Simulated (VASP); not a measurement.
These are PBE GGA, VASP's PBE PAW potentials (set 64) (plane waves; VASP) values and carry that method's errors.

A VASP calculation is set up with these files.

### POSCAR
```
BN
1
    0.0000000000     1.8126979638     1.8126979638
    1.8126979638     0.0000000000     1.8126979638
    1.8126979638     1.8126979638     0.0000000000
B N
1 1
Direct
  0.0000000000   0.0000000000   0.0000000000
  0.7500000000   0.7500000000   0.7500000000
```

File KPOINTS:
```
Automatic mesh
0
Gamma
14 14 14
0 0 0
```

INCAR:
```
# general
SYSTEM = BN
PREC   = Normal
ENCUT  = 450
LREAL  = .FALSE.
LASPH  = .TRUE.

# electronic loop
EDIFF  = 1E-5
NELM   = 100
NELMIN = 4
ALGO   = Fast

# smearing
ISMEAR = 0
SIGMA  = 0.05

# functional
GGA    = PE

# ions
IBRION = 2
NSW    = 20
ISIF   = 2
EDIFFG = -0.03

# output
LWAVE  = .FALSE.
LCHARG = .FALSE.
```

POTCAR, in this order: B N (PBE.64 set). Program: vasp_std.

Output of the run:

OSZICAR:
```
       N       E                     dE             d eps       ncg     rms          rms(c)
DAV:   1     0.482397377351E+01    0.48240E+01   -0.48565E+03  1768   0.886E+02
DAV:   2    -0.182623597135E+02   -0.23086E+02   -0.22270E+02  2296   0.148E+02
DAV:   3    -0.184053927591E+02   -0.14303E+00   -0.14303E+00  1984   0.152E+01
DAV:   4    -0.184055102393E+02   -0.11748E-03   -0.11748E-03  2232   0.364E-01
DAV:   5    -0.184055102725E+02   -0.33163E-07   -0.33159E-07  1848   0.502E-03    0.666E+00
RMM:   6    -0.175336499144E+02    0.87186E+00   -0.10866E+00  1664   0.919E+00    0.326E+00
RMM:   7    -0.174682757459E+02    0.65374E-01   -0.16418E-01  1664   0.410E+00    0.189E+00
RMM:   8    -0.174554818652E+02    0.12794E-01   -0.22830E-02  1664   0.151E+00    0.240E-01
RMM:   9    -0.174546648013E+02    0.81706E-03   -0.53741E-03  1664   0.726E-01    0.133E-01
RMM:  10    -0.174544759346E+02    0.18887E-03   -0.33930E-04  1664   0.233E-01    0.328E-02
RMM:  11    -0.174544717904E+02    0.41442E-05   -0.10792E-04  1657   0.997E-02    0.185E-02
RMM:  12    -0.174544653594E+02    0.64310E-05   -0.84972E-06  1227   0.354E-02
   1 F= -.17454465E+02 E0= -.17454465E+02  d E =-.174545E+02
```

File OUTCAR:
```
------------------------ aborting loop because EDIFF is reached ----------------------------------------
  FORCE on cell =-STRESS in cart. coord.  units (eV):
  Direction    XX          YY          ZZ          XY          YZ          ZX
  --------------------------------------------------------------------------------------
  Total       -0.0801117     -0.0801117     -0.0801117      0.0000000     -0.0000000      0.0000000
  in kB      -10.7745792    -10.7745792    -10.7745792      0.0000000     -0.0000000      0.0000000
  external PRESSURE =     -10.7745792 kB  Pullay stress =       0.0000000 kB
  volume of cell :       11.91
      direct lattice vectors                 reciprocal lattice vectors
     0.000000000  1.812697964  1.812697964    -0.275831942  0.275831942  0.275831942
     1.812697964  0.000000000  1.812697964     0.275831942 -0.275831942  0.275831942
     1.812697964  1.812697964  0.000000000     0.275831942  0.275831942 -0.275831942
  FREE ENERGIE OF THE ION-ELECTRON SYSTEM (eV)
  ---------------------------------------------------
  free  energy   TOTEN  =       -17.4544653594 eV

  energy  without entropy=      -17.4544653594  energy(sigma->0) =      -17.45446536

 reached required accuracy - stopping structural energy minimisation
```
(Selected blocks of OUTCAR.)

At this cut-off the stress carries a Pulay error, which pulls relaxed volumes low.

The compound is BN in the zinc blende structure. It was relaxed first.
